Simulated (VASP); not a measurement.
Here is the system:

```
CELL_PARAMETERS angstrom
      2.81940     0.00000     0.00000
      0.00000     2.81940     0.00000
      0.00000     0.00000     2.81940
ATOMIC_POSITIONS crystal
  Al 0.00000 0.00000 0.00000
  Co 0.50000 0.50000 0.50000
```

All values below come from LDA (Ceperley-Alder, Perdew-Zunger), VASP's LDA PAW potentials (set 64) (plane waves; VASP). Run with 400 eV cut-off, 12×12×12 Γ-centred mesh, first-order Methfessel-Paxton smearing of 0.10 eV, potentials Al Co.

Energy and stress use the plane-wave basis of the starting cell.

Task: The ions, cell shape and volume are relaxed. Give the cell that the relaxation ends in.

Result: 
```
CELL_PARAMETERS angstrom
      2.79419     0.00000     0.00000
      0.00000     2.79419     0.00000
      0.00000     0.00000     2.79419
ATOMIC_POSITIONS crystal
  Al 0.00000 0.00000 0.00000
  Co 0.50000 0.50000 0.50000
```
Space group Pm-3m (221), at a tolerance of 0.03 Å.

Task: How do energy and volume change from the first to the last step?

Result: The energy (σ→0) changes by -5.1 meV/atom and the volume by -2.7 %, in 3 ionic steps.

```
step  E(σ→0) (eV)  max force (eV/Å)  pressure (GPa)  volume (Å³)
----  -----------  ----------------  --------------  -----------
1        -13.7013             0.000           -5.33        22.41
2        -13.7004             0.000            6.17        21.22
3        -13.7114             0.000           -0.11        21.82
```

The structure comes from a computed database's AlCo entry (Pm-3m); how it stands against other phases isn't given here. This run relaxes it. Symmetry was kept, so distortions that lower it aren't found. The run is not spin-polarised, so no magnetic state was tried.
